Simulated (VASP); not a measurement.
Output of a VASP run:

OSZICAR:
```
       N       E                     dE             d eps       ncg     rms          rms(c)
DAV:   1     0.848588106398E+02    0.84859E+02   -0.11226E+04  2632   0.270E+03
DAV:   2    -0.233243088427E+02   -0.10818E+03   -0.10599E+03  2597   0.367E+02
DAV:   3    -0.286072736774E+02   -0.52830E+01   -0.52666E+01  2926   0.869E+01
DAV:   4    -0.286924613743E+02   -0.85188E-01   -0.85173E-01  3530   0.101E+01
DAV:   5    -0.286944292752E+02   -0.19679E-02   -0.19679E-02  3129   0.132E+00    0.110E+01
DAV:   6    -0.283306613685E+02    0.36377E+00   -0.38296E+01  2713   0.878E+01    0.155E+01
DAV:   7    -0.249831411128E+02    0.33475E+01   -0.13947E+01  2646   0.552E+01    0.123E+00
DAV:   8    -0.250699213242E+02   -0.86780E-01   -0.64352E-01  3432   0.923E+00    0.182E+00
DAV:   9    -0.250321526441E+02    0.37769E-01   -0.25140E-01  2813   0.746E+00    0.394E-01
DAV:  10    -0.250345898332E+02   -0.24372E-02   -0.85389E-03  2763   0.103E+00    0.378E-01
DAV:  11    -0.250334153414E+02    0.11745E-02   -0.68913E-03  3421   0.102E+00    0.771E-02
DAV:  12    -0.250346443523E+02   -0.12290E-02   -0.10119E-03  2689   0.393E-01    0.259E-02
DAV:  13    -0.250346321585E+02    0.12194E-04   -0.50528E-05  3084   0.942E-02    0.107E-02
DAV:  14    -0.250346332744E+02   -0.11159E-05   -0.24529E-05  3371   0.642E-02    0.594E-03
DAV:  15    -0.250346360879E+02   -0.28135E-05   -0.25242E-06  2809   0.245E-02    0.314E-03
DAV:  16    -0.250346369965E+02   -0.90863E-06   -0.43884E-07  3353   0.958E-03    0.127E-03
DAV:  17    -0.250346369058E+02    0.90735E-07   -0.56307E-08  1421   0.315E-03
   1 F= -.25034637E+02 E0= -.25035298E+02  d E =0.198303E-02
```

### OUTCAR
```
------------------------ aborting loop because EDIFF is reached ----------------------------------------
  FORCE on cell =-STRESS in cart. coord.  units (eV):
  Direction    XX          YY          ZZ          XY          YZ          ZX
  --------------------------------------------------------------------------------------
  Total       -0.8110120     -0.8110120     -0.8110120     -0.0000000     -0.0000000      0.0000000
  in kB      -54.8066720    -54.8066720    -54.8066720     -0.0000000     -0.0000000      0.0000000
  external PRESSURE =     -54.8066720 kB  Pullay stress =       0.0000000 kB
  volume of cell :       23.71
      direct lattice vectors                 reciprocal lattice vectors
     2.872774089  0.000000000  0.000000000     0.348095593  0.000000000  0.000000000
     0.000000000  2.872774089  0.000000000     0.000000000  0.348095593  0.000000000
     0.000000000  0.000000000  2.872774089     0.000000000  0.000000000  0.348095593
 POSITION                                       TOTAL-FORCE (eV/Angst)
 -----------------------------------------------------------------------------------
      1.43639      1.43639      1.43639         0.000000      0.000000      0.000000
      0.00000      0.00000      0.00000         0.000000      0.000000      0.000000
 -----------------------------------------------------------------------------------
    total drift:                                0.000000      0.000000     -0.000000
  FREE ENERGIE OF THE ION-ELECTRON SYSTEM (eV)
  ---------------------------------------------------
  free  energy   TOTEN  =       -25.0346369058 eV

  energy  without entropy=      -25.0366199340  energy(sigma->0) =      -25.03529792
```
(Selected blocks of OUTCAR.)

POSCAR:
```
CoGa
1
    2.8727740891     0.0000000000     0.0000000000
    0.0000000000     2.8727740891     0.0000000000
    0.0000000000     0.0000000000     2.8727740891
Ga Co
1 1
Direct
  0.5000000000   0.5000000000   0.5000000000
  0.0000000000   0.0000000000   0.0000000000
```

Write an INCAR and KPOINTS that could have produced this output.

One answer among several that fit: the input of the run itself, r2SCAN meta-GGA, plane waves, VASP's PBE PAW potentials (set 64).

File KPOINTS:
```
Automatic mesh
0
Gamma
13 13 13
0 0 0
```

### INCAR
```
SYSTEM = CoGa
PREC = Accurate
ENCUT = 520
EDIFF = 1E-7
NELM = 100
ALGO = Normal
LREAL = .FALSE.
LASPH = .TRUE.
ISMEAR = 1
SIGMA = 0.1
METAGGA = R2SCAN
LMIXTAU = .TRUE.
LMAXMIX = 4
LWAVE = .FALSE.
LCHARG = .FALSE.
ISIF = 2
```

POTCAR, in this order: Ga_d Co (PBE.64 set). Program: vasp_std.

The compound is CoGa in the CsCl type structure. This cell is one point of a volume scan, at 1.03 of the reference volume. The run is not spin-polarised, so no magnetic state was tried.
